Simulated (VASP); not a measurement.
Level of theory: PBE GGA, VASP's PBE PAW potentials (set 64) (plane waves; VASP 6.6.1). Each cell was relaxed at this level.

Q: Which of these has an unstable (imaginary) mode at Γ?
A. FeSi, P2_13 (198)
B. FeS2, Pnnm (58)
C. Be, P6_3/mmc (194)
D. BaTiO3, P4mm (99)

A: D, BaTiO3, P4mm (99). Its optical Γ-point modes are 136i (×2), 151, 163 (×2), 274, 293 (×2), 371, 450 (×2), 571 cm⁻¹.
